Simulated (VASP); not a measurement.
Input:

```xyz
2
Lattice="0.0000 2.2824 2.2824 2.2824 0.0000 2.2824 2.2824 2.2824 0.0000" Properties=species:S:1:pos:R:3 pbc="T T T"
Ga     0.0000     0.0000     0.0000
N      1.1412     1.1412     1.1412
```

Calculation: optB86b-vdW, VASP's PBE PAW potentials (set 64) (plane waves; VASP). Run with 520 eV cut-off, 10×10×10 Γ-centred mesh, Gaussian smearing of 0.050 eV, potentials Ga_d N.

What does the run give for the energy per atom (σ→0), pressure, band gap (on the k-mesh) with the smallest direct gap where there is one?

```
Quantity                                     Result
-----------------------------------  --------------
band gap (on the k-mesh)                    1.48 eV
smallest direct gap (on the k-mesh)         1.48 eV
energy per atom (σ→0)                -3.834 eV/atom
pressure                                  -4.92 GPa
```

The absolute energy has meaning only against runs of the same code, potentials and settings.

The compound is GaN in the zinc blende structure, a metastable form; wurtzite is the usual one. This cell is one point of a volume scan, at 1.03 of the reference volume.
